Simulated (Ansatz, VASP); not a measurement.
# Zn44Se14S29: VASP beside Ansatz, part 2 of 2

Wanted: the spread between two codes on one cell, functional and k mesh. Of the first pair: The structure shown is the start of the Ansatz relaxation below; VASP solves that cell, so the two are compared at the walk's first step.

VASP 6.6.1 and Ansatz 0.2.0.

So far: Starting point; Ansatz: relaxation, PBE.

**3. VASP: single point, PBE, start cell, pair 1**

Level of this step: PBE; plane waves and PAW (Zn, Se, S) (VASP).

The same cell, functional, mesh and smearing now go to VASP, with its own data sets.

Lines of VASP's logs that name or quote its potential files are left out, and so is its time.

The input, INCAR:

```
SYSTEM = Zn44Se14S29
PREC = Accurate
ENCUT = 400
EDIFF = 1E-06
NELM = 120
ISMEAR = 0
SIGMA = 0.025
LREAL = Auto
ALGO = Normal
GGA = PE
NBANDS = 456
LORBIT = 11
LWAVE = .FALSE.
LCHARG = .FALSE.
ISIF = 2
LASPH = .TRUE.
GGA_COMPAT = .FALSE.
EFERMI = MIDGAP
NCORE = 2
```

The input, POSCAR:

```
Zn44Se14S29
1.0
   12.2405000000      0.0000000000      0.0000000000
    0.0000000000     12.2405000000      0.0000000000
    0.0000000000      0.0000000000     12.2405000000
Zn Se S
44 14 29
Direct
    0.9407295454      0.8855765696      0.8483722070
    0.2169764307      0.8612066501      0.9207875495
    0.7349863159      0.9219721417      0.6228830522
    0.8671132715      0.0585923778      0.1197009926
    0.5680568604      0.1240635595      0.1686123933
    0.3100281851      0.2227033209      0.6486989911
    0.2412728238      0.5948204730      0.1328132021
    0.8809035579      0.1349127895      0.6471467669
    0.5899105429      0.1966831420      0.7076590009
    0.5305829010      0.3071361464      0.4243290715
    0.3624034966      0.0345329031      0.4030962787
    0.2657816266      0.6723499857      0.6983865038
    0.3179363588      0.3108124668      0.1986928639
    0.4523262939      0.9027490707      0.7243086475
    0.7020383154      0.1017360402      0.3645929496
    0.0276622687      0.3544789837      0.0958212491
    0.5312609779      0.5511621257      0.2380131531
    0.0784608472      0.2344675463      0.3992238879
    0.7752379396      0.3547240717      0.2581675585
    0.9932110616      0.5340713206      0.3334422613
    0.2103999020      0.7894938932      0.3794779625
    0.8178097300      0.3745680324      0.8278665087
    0.5016216658      0.7431314080      0.4874800866
    0.7390874556      0.5054205302      0.5178791716
    0.4130468527      0.8547935133      0.1602630611
    0.1398308893      0.9768636902      0.6186266901
    0.9728687554      0.7068011928      0.6044197541
    0.4721865937      0.6571790368      0.9435889057
    0.2948327274      0.4877333442      0.4438707569
    0.0008332993      0.7828111597      0.1541195213
    0.0759772885      0.1583922225      0.8556104734
    0.0527511131      0.4106368204      0.6454229811
    0.5118418365      0.4739920755      0.6985417262
    0.6651198889      0.0554307422      0.8998080144
    0.7175523876      0.6802418202      0.7644458968
    0.7843388750      0.5706302847      0.0700298190
    0.2719415057      0.4067317512      0.8966218700
    0.7232711082      0.8347779911      0.0333401413
    0.5700584126      0.3663412442      0.9833666925
    0.7832768269      0.7574037008      0.3483599526
    0.0150402353      0.5974429149      0.8931007720
    0.9499938728      0.9511294473      0.4018626690
    0.1549691598      0.0411992974      0.1612515829
    0.3661860218      0.1119480413      0.9377803194
    0.2328336261      0.1581961521      0.2978963278
    0.1567011152      0.5222825865      0.7768881990
    0.4465013684      0.2367060169      0.0674482252
    0.1528859115      0.7833340141      0.5733834402
    0.9395694620      0.5292594257      0.5261876557
    0.6346227687      0.6364527593      0.3896000980
    0.1917895511      0.3369388505      0.5283771088
    0.0290102528      0.1576079409      0.0505779993
    0.3299538418      0.0289694048      0.5978432254
    0.7059515543      0.1083860953      0.5638331767
    0.5755238757      0.9503206568      0.0701360239
    0.7891180916      0.9460479556      0.2819410972
    0.1807605898      0.6009966913      0.3230586986
    0.1240063723      0.7103304604      0.0175319636
    0.8591724194      0.8241738491      0.5137862015
    0.0152117969      0.0872513378      0.5157387362
    0.7019566194      0.5004615825      0.7066868183
    0.3910134390      0.8506760345      0.3558024590
    0.8833871165      0.6502593848      0.2210612312
    0.5153465953      0.1299865202      0.3506311017
    0.7461459908      0.1857767248      0.1809811691
    0.9712511744      0.3538417548      0.2780115191
    0.9597483763      0.2749479188      0.7453208611
    0.4765736694      0.3081083289      0.6125566766
    0.2939422409      0.9705567583      0.0539030268
    0.2094195499      0.4153588497      0.0782320984
    0.3600179731      0.7737429027      0.8302602018
    0.4999223888      0.0599403619      0.8115763245
    0.8076875945      0.0001388832      0.7870185041
    0.6794493689      0.2548833789      0.8725623953
    0.8972590989      0.8919161799      0.0335198726
    0.6671704587      0.6804215514      0.9500102120
    0.4513541114      0.4778562967      0.8803071770
    0.9082472121      0.7118581757      0.7825497324
    0.5952698011      0.8006127201      0.6513867898
    0.4194926678      0.6660675626      0.1260406029
    0.4190433397      0.4185123157      0.3189167109
    0.2528899963      0.2272211102      0.8320411748
    0.6564110943      0.4517462522      0.1353866264
    0.7139741024      0.3434418529      0.4324496548
    0.9101017115      0.4620889670      0.9751235652
    0.1034026388      0.9721498305      0.8081205833
    0.0874637474      0.8972917773      0.2769086230
```

The input, KPOINTS:

```
Automatic mesh
0
Gamma
1 1 1
0 0 0
```

The projector-augmented-wave data sets are Zn, Se and S (PBE family, release 64).

On the command line:

```bash
$ mpirun -np 8 vasp_gam
```

Numbers of over 12 decimals in the logs are rounded to 6 here.

What it wrote:

```text
[banner, memory and clock lines left out]
running    8 mpi-ranks, on    1 nodes
[...]
LDA part: xc-table for (Slater+PW92), standard interpolation
 POSCAR, INCAR and KPOINTS ok, starting setup
[...]
entering main loop
       N       E                     dE             d eps       ncg     rms          rms(c)
DAV:   1     0.962891512742E+04    0.96289E+04   -0.31528E+05   912   0.195E+03
DAV:   2     0.193885184700E+04   -0.76901E+04   -0.75238E+04   912   0.538E+02
DAV:   3    -0.385946852505E+02   -0.19774E+04   -0.18539E+04   976   0.218E+02
DAV:   4    -0.281336266052E+03   -0.24274E+03   -0.23929E+03  1024   0.780E+01
[...]
DAV:  18    -0.271750126021E+03   -0.39858E-05   -0.31055E-05  1096   0.271E-02    0.203E-02
DAV:  19    -0.271750128559E+03   -0.25378E-05   -0.14205E-05  1120   0.168E-02    0.651E-03
DAV:  20    -0.271750129223E+03   -0.66438E-06   -0.33620E-06   688   0.776E-03
   1 F= -.27175013E+03 E0= -.27175013E+03  d E =0.000000E+00
```

OUTCAR, selected parts (step 3):

```text
  FREE ENERGIE OF THE ION-ELECTRON SYSTEM (eV)
  ---------------------------------------------------
  free  energy   TOTEN  =      -271.7501292231 eV

  energy  without entropy=     -271.7501292231  energy(sigma->0) =     -271.75012922
```

The run ends at a pressure of 2.06 GPa, with forces up to 0.47 eV/Å.

**4. Comparison**

Known differences besides the potentials themselves: the data sets hold 926 valence electrons in Ansatz (on its default PAW (the set named soft_2) files) and 786 in VASP; the cutoff is 420 eV in Ansatz and 400 eV in VASP (PREC = Accurate, projectors in real space). Total energies have different zeros and are not compared.

Forces on 10 of the 87 atoms, those with the largest forces and the largest differences (eV/Å; atoms numbered as in POSCAR):

```
atom          Ansatz x, y, z            VASP x, y, z
Zn12   0.257, -0.143, -0.305   0.267, -0.145, -0.310
Se48   0.207, -0.207, -0.026   0.216, -0.216, -0.038
Se50   -0.318, -0.142, 0.213   -0.314, -0.151, 0.211
Se53   0.024, -0.008, -0.007   0.041, -0.015, -0.002
Se54    -0.054, 0.010, 0.014    -0.072, 0.021, 0.006
Se56     0.009, 0.001, 0.002    0.008, 0.003, -0.019
 S68   -0.147, 0.429, -0.107   -0.153, 0.435, -0.114
 S71   0.097, -0.208, -0.216   0.103, -0.211, -0.211
 S79  -0.227, -0.276, -0.015  -0.226, -0.289, -0.012
 S81     0.029, 0.203, 0.259     0.028, 0.206, 0.255
```

The forces differ by 5.8 meV/Å r.m.s., which is 7.2 % of the r.m.s. force of 0.079 eV/Å (both taken over all components).

**5. Ansatz: relaxation, PBE**

This run makes the geometry at which the two programs are then compared.

The structure compared here is the end of the Ansatz relaxation.

This is the run of step 2 again, met here at its other cell.

**6. VASP: single point, PBE, relaxed atoms in a fixed cell, pair 2**

The same cell, functional, mesh and smearing now go to VASP, with its own data sets.

INCAR is that of step 3.

The input, POSCAR:

```
Zn44Se14S29
1.0
   12.2405000000      0.0000000000      0.0000000000
    0.0000000000     12.2405000000      0.0000000000
    0.0000000000      0.0000000000     12.2405000000
Zn Se S
44 14 29
Direct
    0.9398400000      0.8874800000      0.8470400000
    0.2151500000      0.8559000000      0.9111200000
    0.7279700000      0.9118200000      0.6230100000
    0.8662800000      0.0590200000      0.1179000000
    0.5675600000      0.1248800000      0.1684100000
    0.3080200000      0.2261400000      0.6449900000
    0.2448700000      0.5977100000      0.1335900000
    0.8779300000      0.1311900000      0.6455100000
    0.5846100000      0.1915700000      0.6984400000
    0.5339500000      0.3136800000      0.4218400000
    0.3593200000      0.0355000000      0.3961600000
    0.2902300000      0.6598200000      0.6605200000
    0.3178300000      0.3176200000      0.2040300000
    0.4532300000      0.8989800000      0.7254200000
    0.6947100000      0.0960900000      0.3630400000
    0.0301300000      0.3568200000      0.0950800000
    0.5319600000      0.5553700000      0.2413200000
    0.0804600000      0.2392500000      0.3991000000
    0.7792400000      0.3526000000      0.2625600000
    0.9954700000      0.5378400000      0.3346100000
    0.2076900000      0.8006000000      0.3686800000
    0.8238300000      0.3714100000      0.8315100000
    0.4700600000      0.6678700000      0.5394200000
    0.7413800000      0.5047200000      0.5164100000
    0.4033600000      0.8608200000      0.1563800000
    0.1420100000      0.9782700000      0.6131300000
    0.9783200000      0.7083500000      0.6035400000
    0.4736300000      0.6619400000      0.9412900000
    0.3050200000      0.5161700000      0.4597700000
    0.9947800000      0.7819700000      0.1550500000
    0.0768300000      0.1577400000      0.8525700000
    0.0561800000      0.4092900000      0.6448000000
    0.5455000000      0.4373900000      0.7352700000
    0.6621800000      0.0586200000      0.8986600000
    0.7215100000      0.6807900000      0.7723200000
    0.7877300000      0.5698200000      0.0730000000
    0.2713000000      0.4086000000      0.8945100000
    0.7214700000      0.8384300000      0.0373600000
    0.5736300000      0.3643600000      0.9943300000
    0.7718600000      0.7560200000      0.3603400000
    0.0239700000      0.5986700000      0.8881600000
    0.9429600000      0.9548800000      0.3978100000
    0.1534500000      0.0443200000      0.1548700000
    0.3643500000      0.1150700000      0.9355200000
    0.2302300000      0.1613500000      0.2936300000
    0.1677800000      0.5265900000      0.7665100000
    0.4432800000      0.2378400000      0.0701700000
    0.1578200000      0.7838200000      0.5658300000
    0.9413700000      0.5303500000      0.5268700000
    0.6194000000      0.6348700000      0.4068800000
    0.1989100000      0.3477400000      0.5240500000
    0.0266000000      0.1609900000      0.0462600000
    0.3312400000      0.0331800000      0.5933100000
    0.7016900000      0.0998500000      0.5623000000
    0.5727400000      0.9551400000      0.0635800000
    0.7786900000      0.9398500000      0.2809400000
    0.1826700000      0.6071500000      0.3236600000
    0.1233200000      0.7111100000      0.0196300000
    0.8609800000      0.8256800000      0.5159700000
    0.0137800000      0.0897600000      0.5122100000
    0.7175700000      0.4995700000      0.7106100000
    0.3852200000      0.8579100000      0.3433500000
    0.8766400000      0.6522900000      0.2286400000
    0.5116300000      0.1374700000      0.3497000000
    0.7471100000      0.1850200000      0.1822400000
    0.9735700000      0.3576100000      0.2774100000
    0.9604800000      0.2725300000      0.7418100000
    0.4753900000      0.3182400000      0.6122300000
    0.2889600000      0.9710300000      0.0426900000
    0.2114900000      0.4187100000      0.0773500000
    0.3562300000      0.7633200000      0.8174800000
    0.4971200000      0.0605200000      0.8074000000
    0.8026500000      0.9976300000      0.7845900000
    0.6766400000      0.2578500000      0.8700800000
    0.8964400000      0.8933800000      0.0324300000
    0.6699000000      0.6805000000      0.9558300000
    0.4535800000      0.4780300000      0.8896600000
    0.9125200000      0.7126800000      0.7819800000
    0.5920500000      0.7834300000      0.6598600000
    0.4220600000      0.6697100000      0.1236700000
    0.4163000000      0.4289300000      0.3276900000
    0.2528200000      0.2299000000      0.8292800000
    0.6593800000      0.4527200000      0.1427100000
    0.7179400000      0.3393800000      0.4373100000
    0.9155500000      0.4654700000      0.9740100000
    0.1021300000      0.9722100000      0.8023900000
    0.0796100000      0.9042300000      0.2709400000
```

KPOINTS is that of step 3.

On the command line:

```bash
$ mpirun -np 8 vasp_gam
```

What it wrote:

```text
[... set-up lines as in an earlier step ...]
 entering main loop
       N       E                     dE             d eps       ncg     rms          rms(c)
DAV:   1     0.957946104817E+04    0.95795E+04   -0.31591E+05   912   0.195E+03
DAV:   2     0.193561629523E+04   -0.76438E+04   -0.74709E+04   912   0.538E+02
DAV:   3    -0.351213861967E+02   -0.19707E+04   -0.18453E+04   976   0.217E+02
DAV:   4    -0.282077160632E+03   -0.24696E+03   -0.24347E+03  1024   0.781E+01
[...]
DAV:  19    -0.272698773590E+03   -0.14912E-05   -0.10131E-05  1008   0.120E-02    0.867E-03
DAV:  20    -0.272698774629E+03   -0.10389E-05   -0.18457E-06   560   0.826E-03    0.459E-03
DAV:  21    -0.272698774491E+03    0.13786E-06   -0.10320E-06   560   0.501E-03
   1 F= -.27269877E+03 E0= -.27269877E+03  d E =0.000000E+00
```

Parts of OUTCAR (step 6):

```text
  FREE ENERGIE OF THE ION-ELECTRON SYSTEM (eV)
  ---------------------------------------------------
  free  energy   TOTEN  =      -272.6987744911 eV

  energy  without entropy=     -272.6987744911  energy(sigma->0) =     -272.69877449
```

The run ends at a pressure of 1.47 GPa, with forces up to 0.040 eV/Å.

**7. Side by side**

What differs besides the data sets and the points named for the pairs above, as far as they apply: the data sets hold 926 valence electrons in Ansatz (on its default PAW (the set named soft_2) files) and 786 in VASP. Total energies have different zeros and are not compared.

Both answers:

```
              quantity  Ansatz   VASP  difference
gap on the k mesh (eV)   1.389  1.386      +0.003
```

The largest component of a force difference here is 25 meV/Å. A gap on the mesh is an upper bound, since the band edges may lie between its points.

**8. Summary of results**

| Property | Result |
| --- | --- |
| r.m.s. force difference (single point, PBE, start cell, pair 1) | 5.8 meV/Å |
| difference in gap on the k mesh (single point, PBE, relaxed atoms in a fixed cell, pair 2) | 0.0032 eV |
| r.m.s. force difference (single point, PBE, relaxed atoms in a fixed cell, pair 2) | 6.2 meV/Å |

What this shows: The r.m.s. force difference is 6.2 meV/Å (single point, PBE, relaxed atoms in a fixed cell, pair 2), within the 12 meV/Å picked in this series as the mark of a large difference. The data sets hold unlike numbers of valence electrons (926 in Ansatz and 786 in VASP), so part of the differences may come from the potentials. How closely two codes agree says nothing of how well the functional describes the real material.

[Lines on the potential files, build, host, timing and source positions are cut from VASP's logs without a mark.]

[Logs are printed without paths, hosts, clocks, repeated set-up lines and the standing remarks that a program may print on its own settings, such as how far it seeks lower states.]

[Hosts, paths, dates, database ids (printed as entryN), source tags and the programs' standing remarks are cut or masked in the printed files.]
